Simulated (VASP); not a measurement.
Cs4BePb3Br12 (a cell with a defect), 20 atoms in the cell. The cell holds a defect, 20 atoms: a = 10.167 Å, b = 10.167 Å, c = 10.167 Å, α = 109.47°, β = 109.47°, γ = 109.47°. 

| Property | Result |
| --- | --- |
| Program | VASP 6.6.1 |
| Task | electric field gradients |
| Functional | PBE |
| Potentials or basis | VASP PAW PBE potentials, release 64 (Cs_sv, Be, Pb_d, Br) |
| Cutoff | 520 eV |
| k mesh | 2 × 2 × 2 |
| Occupations | fermi-dirac, width 0.01 eV |
| Spin | no spin polarisation |
| Dipole correction | no |
| Further INCAR settings | LREAL = Auto; ALGO = Fast; EDIFF = 1e-08; NBANDS = 98 |

Potentials or basis: VASP PAW PBE potentials, release 64 (Cs_sv, Be, Pb_d, Br).

Command:

```sh
$ cat potpaw_PBE.64/Cs_sv/POTCAR potpaw_PBE.64/Be/POTCAR potpaw_PBE.64/Pb_d/POTCAR potpaw_PBE.64/Br/POTCAR > POTCAR
$ mpirun -np 1 vasp_std > vasp.out
```

Hardware: 1 thread of Intel(R) Xeon(R) 6975P-C (Granite Rapids), on a shared host.

Problem. Estimate the wall time of this run.

Solution. Wall time 5.8 min on 1 thread of Intel(R) Xeon(R) 6975P-C (Granite Rapids), with other jobs on the host, peak memory 1.1 GiB. Counts: scf iterations 19, k points 3.
